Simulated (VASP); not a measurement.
Consider the following.

```
CELL_PARAMETERS angstrom
      3.73535     0.00000     0.00000
      0.00000     3.73535     0.00000
      0.00000     0.00000     3.73535
ATOMIC_POSITIONS crystal
  Y  0.50000 0.50000 0.50000
  Tl 0.00000 0.00000 0.00000
```

These are PBEsol GGA, VASP's PBE PAW potentials (set 64) (plane waves; VASP 6.6.1) values and carry that method's errors. Numerical set-up: 400 eV cut-off, Gaussian smearing of 0.050 eV, potentials Y_sv Tl_d.

**Question.** Give the energies of bands 10 to 15 at the high-symmetry points, in eV from the Fermi level.

**Answer.** 
```
band      Γ      X      M      R
----  -----  -----  -----  -----
10    -9.09  -6.89  -6.38  -4.30
11    -0.11  -4.17  -1.44  -2.54
12    -0.11   0.02  -1.44  -2.54
13     3.15   0.63  -0.07  -2.54
14     3.15   0.63   2.45   4.36
15     3.15   3.48   2.45   4.36
```

It has no gap at this level: it comes out as a metal or semimetal.

The structure comes from a measured YTl entry (Pm-3m) of the Crystallography Open Database, whose conditions weren't checked. It was relaxed first.
